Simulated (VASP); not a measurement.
The input files of a VASP run:

**INCAR**
```
SYSTEM = Cu3N
PREC = Accurate
ENCUT = 400
EDIFF = 1E-6
NELM = 100
ALGO = Normal
LREAL = .FALSE.
LASPH = .TRUE.
ISMEAR = -1
SIGMA = 0.136
GGA = PE
LMAXMIX = 4
LWAVE = .FALSE.
LCHARG = .FALSE.
ISIF = 3
IBRION = 2
NSW = 50
EDIFFG = -0.01
```

### KPOINTS
```
Automatic mesh
0
Gamma
6 6 6
0 0 0
```

File POSCAR:
```
Cu3N
1
    3.7498600000     0.0000000000     0.0000000000
    0.0000000000     3.7498600000     0.0000000000
    0.0000000000     0.0000000000     3.7498600000
Cu N
3 1
Direct
  0.0000000000   0.0000000000   0.5000000000
  0.5000000000   0.0000000000   0.0000000000
  0.0000000000   0.5000000000   0.0000000000
  0.0000000000   0.0000000000   0.0000000000
```

POTCAR, in this order: Cu N (PBE.64 set). Program: vasp_std.

Question: Write an equivalent input for Quantum ESPRESSO's pw.x.

Answer: One equivalent input (not run):
```
&CONTROL
  calculation = 'vc-relax'
  pseudo_dir = './pseudo'
  outdir = './out'
  tprnfor = .true.
  tstress = .true.
  nstep = 50
  forc_conv_thr = 0.00039
/
&SYSTEM
  ibrav = 0
  nat = 4
  ntyp = 2
  ecutwfc = 92
  occupations = 'smearing'
  smearing = 'fermi-dirac'
  degauss = 0.009996
  input_dft = 'pbe'
/
&ELECTRONS
  conv_thr = 7.3e-08
  electron_maxstep = 100
/
&IONS
/
&CELL
/
ATOMIC_SPECIES
  Cu 63.546 Cu.upf
  N 14.007 N.upf
CELL_PARAMETERS angstrom
     3.7498600    0.0000000    0.0000000
     0.0000000    3.7498600    0.0000000
     0.0000000    0.0000000    3.7498600
ATOMIC_POSITIONS crystal
  Cu   0.0000000  0.0000000  0.5000000
  Cu   0.5000000  0.0000000  0.0000000
  Cu   0.0000000  0.5000000  0.0000000
  N    0.0000000  0.0000000  0.0000000
K_POINTS automatic
  6 6 6 0 0 0
```
What does not carry over: the potentials are each code's own (VASP's PAW set, PseudoDojo norm-conserving files in pw.x), so ENCUT and ecutwfc are chosen apart and not converted; conv_thr bounds pw.x's estimated SCF error, while EDIFF bounds the energy change between steps; forc_conv_thr acts on force components and is met together with etot_conv_thr.

The structure comes from a computed database's Cu3N entry; how it stands against other phases isn't given here. This run relaxes it. Symmetry was kept, so distortions that lower it aren't found. The run is one of a series of settings (EDIFFG = -0.01, IBRION = 2, ISIF = 3, NSW = 50 against the base run), some of them coarse on purpose.
